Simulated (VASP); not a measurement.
Data:

```
CELL_PARAMETERS angstrom
      0.00000     2.91504     2.91504
      2.91504     0.00000     2.91504
      2.91504     2.91504     0.00000
ATOMIC_POSITIONS crystal
  In 0.00000 0.00000 0.00000
  P  0.25000 0.25000 0.25000
```

Calculation: optB88-vdW, VASP's PBE PAW potentials (set 64) (plane waves; VASP). Settings: 520 eV cut-off, 8×8×8 Γ-centred mesh, Gaussian smearing of 0.050 eV, potentials In_d P.

Problem. Give the stress tensor in GPa (positive for a compressed cell).

Solution. 
```
4.30  0.00  0.00
0.00  4.30  0.00
0.00  0.00  4.30
```
The pressure is its mean diagonal, 4.30 GPa.

The compound is InP in the zinc blende structure. This cell is one point of a volume scan, at 0.94 of the reference volume.
